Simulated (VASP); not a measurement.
Method: PBE GGA with spin-orbit coupling, VASP's PBE PAW potentials (set 64) (plane waves; VASP).

Input for VASP

**KPOINTS**
```
Automatic mesh
0
Gamma
10 10 10
0 0 0
```

**POSCAR**
```
LiF
1
    0.0000000000     2.0150000000     2.0150000000
    2.0150000000     0.0000000000     2.0150000000
    2.0150000000     2.0150000000     0.0000000000
Li F
1 1
Direct
  0.0000000000   0.0000000000   0.0000000000
  0.5000000000   0.5000000000   0.5000000000
```

**INCAR**
```
MAGMOM = 0 0 0 0 0 0
PREC = Accurate
LCHARG = .FALSE.
EDIFF = 1E-6   ! SCF stop (eV)
LASPH = .TRUE.   ! aspherical one-centre terms
ENCUT = 520   ! plane-wave cut-off (eV)
ISMEAR = 0   ! Gaussian
NELM = 100   ! most electronic steps
LREAL = .FALSE.   ! projection in real space or not
LWAVE = .FALSE.
SYSTEM = LiF
GGA_COMPAT = .FALSE.
SIGMA = 0.05   ! width (eV)
LSORBIT = .TRUE.
ALGO = Normal   ! blocked Davidson
ISIF = 2
GGA = PE   ! PBE
```

POTCAR, in this order: Li_sv F (PBE.64 set). Program: vasp_ncl.

The resulting files:

OUTCAR:
```
 ion  position               nearest neighbor table
   1  0.000  0.000  0.000-   2 2.02   2 2.02   2 2.02   2 2.02   2 2.02   2 2.02
   2  0.500  0.500  0.500-   1 2.02   1 2.02   1 2.02   1 2.02   1 2.02   1 2.02
  LATTYP: Found a face centered cubic cell.
 ALAT       =     4.0300000000
 Subroutine PRICEL returns:
 Original cell was already a primitive cell.
 Subroutine GETGRP returns: Found 48 space group operations
The static configuration has the point symmetry O_h .
The dynamic configuration has the point symmetry O_h .
The overall configuration has the point symmetry O_h .
 Subroutine INISYM returns: Found 48 space group operations
 Subroutine IBZKPT returns following result:
 Found     47 irreducible k-points:

 Following reciprocal coordinates:
            Coordinates               Weight
  0.000000  0.000000  0.000000      1.000000
  0.100000  0.000000  0.000000      8.000000
  0.200000  0.000000  0.000000      8.000000
  0.300000  0.000000  0.000000      8.000000
  0.400000  0.000000  0.000000      8.000000
  0.500000  0.000000  0.000000      4.000000
  0.100000  0.100000  0.000000      6.000000
  0.200000  0.100000  0.000000     24.000000
  0.300000  0.100000  0.000000     24.000000
  0.400000  0.100000  0.000000     24.000000
  0.500000  0.100000  0.000000     24.000000
 -0.400000  0.100000  0.000000     24.000000
 -0.300000  0.100000  0.000000     24.000000
 -0.200000  0.100000  0.000000     24.000000
 -0.100000  0.100000  0.000000     12.000000
  0.200000  0.200000  0.000000      6.000000
  0.300000  0.200000  0.000000     24.000000
  0.400000  0.200000  0.000000     24.000000
  0.500000  0.200000  0.000000     24.000000
 -0.400000  0.200000  0.000000     24.000000
 -0.300000  0.200000  0.000000     24.000000
 -0.200000  0.200000  0.000000     12.000000
  0.300000  0.300000  0.000000      6.000000
...
```

### OSZICAR
```
       N       E                     dE             d eps       ncg     rms          rms(c)
DAV:   1     0.507237609035E+02    0.50724E+02   -0.53296E+03  1700   0.118E+03
DAV:   2    -0.674200728355E+01   -0.57466E+02   -0.56294E+02  2018   0.283E+02
DAV:   3    -0.101124969601E+02   -0.33705E+01   -0.33441E+01  2910   0.530E+01
DAV:   4    -0.101482611479E+02   -0.35764E-01   -0.35673E-01  2062   0.551E+00
DAV:   5    -0.101487258922E+02   -0.46474E-03   -0.46472E-03  2138   0.464E-01    0.454E+00
DAV:   6    -0.962487449687E+01    0.52385E+00   -0.12686E+00  1744   0.131E+01    0.137E+00
DAV:   7    -0.963122236389E+01   -0.63479E-02   -0.35427E-02  2174   0.202E+00    0.880E-01
DAV:   8    -0.963817807562E+01   -0.69557E-02   -0.17251E-02  2166   0.185E+00    0.169E-01
DAV:   9    -0.963793576736E+01    0.24231E-03   -0.13278E-03  2026   0.493E-01    0.506E-02
DAV:  10    -0.963803367056E+01   -0.97903E-04   -0.18908E-04  1864   0.155E-01    0.318E-02
DAV:  11    -0.963803337912E+01    0.29144E-06   -0.12694E-05  2126   0.471E-02    0.968E-03
DAV:  12    -0.963803464367E+01   -0.12645E-05   -0.13145E-06  2096   0.161E-02    0.223E-03
DAV:  13    -0.963803525736E+01   -0.61369E-06   -0.36840E-07  1574   0.687E-03
   1 F= -.96380353E+01 E0= -.96380353E+01  d E =-.707924E-24  mag=     0.0000     0.0000    -0.0000
```

### OUTCAR
```
------------------------ aborting loop because EDIFF is reached ----------------------------------------
  FORCE on cell =-STRESS in cart. coord.  units (eV):
  Direction    XX          YY          ZZ          XY          YZ          ZX
  --------------------------------------------------------------------------------------
  Total        0.1573140      0.1573140      0.1573140     -0.0000000      0.0000000      0.0000000
  in kB       15.4036180     15.4036180     15.4036180     -0.0000000      0.0000000      0.0000000
  external PRESSURE =      15.4036180 kB  Pullay stress =       0.0000000 kB
  volume of cell :       16.36
      direct lattice vectors                 reciprocal lattice vectors
     0.000000000  2.015000000  2.015000000    -0.248138958  0.248138958  0.248138958
     2.015000000  0.000000000  2.015000000     0.248138958 -0.248138958  0.248138958
     2.015000000  2.015000000  0.000000000     0.248138958  0.248138958 -0.248138958
  FREE ENERGIE OF THE ION-ELECTRON SYSTEM (eV)
  ---------------------------------------------------
  free  energy   TOTEN  =        -9.6380352574 eV

  energy  without entropy=       -9.6380352574  energy(sigma->0) =       -9.63803526

 Ion:    1  E_soc:     -0.0000001

 Ion:    2  E_soc:     -0.0003463
```
(Selected blocks of OUTCAR.)

### OUTCAR
```
 val. band max:       -1.0062727528   @ k =   0.0000   0.0000   0.0000

 cond. band min:       8.0462606983   @ k =   0.0000   0.0000   0.0000


 Fermi energy:        -0.6677346206

 k-point     1 :       0.0000    0.0000    0.0000
  band No.  band energies     occupation
      1     -41.9513      1.00000
      2     -41.9513      1.00000
      3     -20.9985      1.00000
      4     -20.9985      1.00000
      5      -1.0706      1.00000
      6      -1.0706      1.00000
      7      -1.0063      1.00000
      8      -1.0063      1.00000
      9      -1.0063      1.00000
     10      -1.0063      1.00000
     11       8.0463      0.00000
     12       8.0463      0.00000
     13      22.9131      0.00000
     14      22.9148      0.00000
     15      22.9216      0.00000
     16      22.9216      0.00000
     17      22.9217      0.00000
     18      22.9472      0.00000

 k-point     2 :       0.1000    0.0000    0.0000
  band No.  band energies     occupation
      1     -41.9456      1.00000
      2     -41.9456      1.00000
      3     -20.9589      1.00000
      4     -20.9589      1.00000
      5      -1.3184      1.00000
      6      -1.3184      1.00000
      7      -1.0685      1.00000
      8      -1.0685      1.00000
      9      -1.0292      1.00000
     10      -1.0292      1.00000
     11       8.3405      0.00000
     12       8.3405      0.00000
     13      20.2401      0.00000
     14      20.2401      0.00000
     15      21.6651      0.00000
     16      21.6651      0.00000
     17      21.6690      0.00000
     18      21.6690      0.00000

 k-point     3 :       0.2000    0.0000    0.0000
  band No.  band energies     occupation
      1     -41.9312      1.00000
      2     -41.9312      1.00000
      3     -20.8554      1.00000
      4     -20.8554      1.00000
      5      -2.0041      1.00000
      6      -2.0041      1.00000
      7      -1.1297      1.00000
      8      -1.1297      1.00000
      9      -1.0881      1.00000
...
```

The compound is LiF in the rock salt structure. The cell was not relaxed at this level. The run is one of a series of settings (GGA_COMPAT = .FALSE., LSORBIT = .TRUE., MAGMOM = 0 0 0 0 0 0, program vasp_ncl against the base run), some of them coarse on purpose.
